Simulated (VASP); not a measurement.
Input:

```
YN
1.0
    0.00000     2.44817     2.44817
    2.44817     0.00000     2.44817
    2.44817     2.44817     0.00000
Y N
1 1
Direct
  0.00000   0.00000   0.00000
  0.50000   0.50000   0.50000
```

Level of theory: r2SCAN meta-GGA, VASP's PBE PAW potentials (set 64) (plane waves; VASP 6.6.1). Settings: 520 eV cut-off, 10×10×10 Γ-centred mesh, tetrahedra with Blöchl corrections, potentials Y_sv N.

Give the energies of bands 6 to 11 at the high-symmetry points, in eV from the valence-band maximum.

```csv
band,Γ,X,U,L,W
6,0.00,-1.54,-2.17,-4.04,-2.17
7,0.00,-0.41,-1.61,-2.28,-1.54
8,0.00,-0.41,-1.34,-2.28,-1.54
9,3.57,0.60,2.87,6.23,4.46
10,3.57,7.31,6.79,6.87,4.46
11,3.57,7.75,7.52,6.87,7.79
```

The gap is indirect, 0.60 eV, from the valence maximum at Γ to the conduction minimum at X.

The compound is YN in the rock salt structure. It was relaxed first.
